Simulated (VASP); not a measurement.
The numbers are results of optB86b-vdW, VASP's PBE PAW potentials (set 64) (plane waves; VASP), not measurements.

VASP input:

File KPOINTS:
```
Automatic mesh
0
Gamma
8 8 8
0 0 0
```

### POSCAR
```
ZrO2
1
    0.0000000000     2.5470879146     2.5470879146
    2.5470879146    -0.0000000000     2.5470879146
    2.5470879146     2.5470879146     0.0000000000
Zr O
1 2
Direct
  0.0000000000   0.0000000000   0.0000000000
  0.2500000000   0.2500000000   0.2500000000
  0.7500000000   0.7500000000   0.7500000000
```

INCAR:
```
! general
SYSTEM   = ZrO2
PREC     = Accurate
ENCUT    = 520
LREAL    = .FALSE.
LASPH    = .TRUE.

! electronic loop
EDIFF    = 1E-7
NELM     = 100
ALGO     = Normal
LMAXMIX  = 4

! smearing
ISMEAR   = -5

! functional
GGA      = MK
LUSE_VDW = .TRUE.
AGGAC    = 0.0
PARAM1   = 0.1234
PARAM2   = 1.0

! ions
ISIF     = 2

! output
LWAVE    = .FALSE.
LCHARG   = .TRUE.
LORBIT   = 11
NEDOS    = 601

! other
LEFG     = .TRUE.
```

POTCAR, in this order: Zr_sv O (PBE.64 set). Program: vasp_std.

### Question
Estimate the energy per atom (σ→0), band gap (on the k-mesh).

### Answer

```json
{
  "energy per atom (σ→0)": "-7.760 eV/atom",
  "band gap (on the k-mesh)": "3.34 eV"
}
```

OSZICAR:
```
...
DAV:  10    -0.232811250160E+02   -0.88436E-03   -0.47445E-03  1064   0.705E-01    0.140E-01
DAV:  11    -0.232811153624E+02    0.96536E-05   -0.14077E-03  1136   0.317E-01    0.124E-01
DAV:  12    -0.232810706384E+02    0.44724E-04   -0.23975E-04  1040   0.124E-01    0.430E-03
DAV:  13    -0.232810715338E+02   -0.89539E-06   -0.74191E-06  1144   0.217E-02    0.225E-03
DAV:  14    -0.232810717852E+02   -0.25142E-06   -0.15928E-06  1112   0.860E-03    0.541E-03
DAV:  15    -0.232810716415E+02    0.14371E-06   -0.26358E-07   968   0.457E-03    0.666E-04
DAV:  16    -0.232810716379E+02    0.36011E-08   -0.11832E-08   600   0.928E-04
   1 F= -.23281072E+02 E0= -.23281072E+02  d E =0.000000E+00
```

The compound is ZrO2 in the fluorite structure, the high-temperature cubic form, which is unstable at 0 K; the monoclinic form is the stable one. It was relaxed first.
